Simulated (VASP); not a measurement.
OSZICAR of a VASP run on Ca (space group Fm-3m):

**OSZICAR**
```
       N       E                     dE             d eps       ncg     rms          rms(c)
DAV:   1     0.509076332651E+02    0.50908E+02   -0.39626E+03   360   0.667E+02
DAV:   2    -0.100451717767E+01   -0.51912E+02   -0.51771E+02   386   0.199E+02
DAV:   3    -0.190843248516E+01   -0.90392E+00   -0.90021E+00   554   0.273E+01
DAV:   4    -0.193415299394E+01   -0.25721E-01   -0.25717E-01   523   0.345E+00
DAV:   5    -0.193432290578E+01   -0.16991E-03   -0.16989E-03   597   0.228E-01    0.219E+00
DAV:   6    -0.193230765950E+01    0.20152E-02   -0.10752E-02   442   0.122E+00    0.135E+00
DAV:   7    -0.193429459594E+01   -0.19869E-02   -0.13167E-02   449   0.143E+00    0.981E-02
DAV:   8    -0.193393388445E+01    0.36071E-03   -0.21517E-03   431   0.486E-01    0.198E-02
DAV:   9    -0.193395122067E+01   -0.17336E-04   -0.15830E-04   587   0.779E-02    0.101E-02
DAV:  10    -0.193395220532E+01   -0.98466E-06   -0.16892E-05   448   0.479E-02    0.405E-03
DAV:  11    -0.193395191291E+01    0.29241E-06   -0.13398E-06   442   0.136E-02
   1 F= -.19339519E+01 E0= -.19318493E+01  d E =-.420517E-02
```

**Question.** Which electronic solver shows in the log?

**Answer.** It is blocked Davidson (ALGO = Normal, or the opening steps of other solvers). The INCAR had ALGO = Normal.

**Question.** Can the final energy be trusted as converged?

**Answer.** Self-consistency was reached. It stopped with EDIFF = 1E-6, NELM = 100 (PBE GGA, plane waves, VASP's PBE PAW potentials (set 64)).

The structure comes from a computed database's Ca entry; how it stands against other phases isn't given here. The cell was not relaxed at this level. The run is one of a series of settings (SIGMA = 0.1, KPOINTS 7×7×7 Γ-centred mesh against the base run), some of them coarse on purpose.
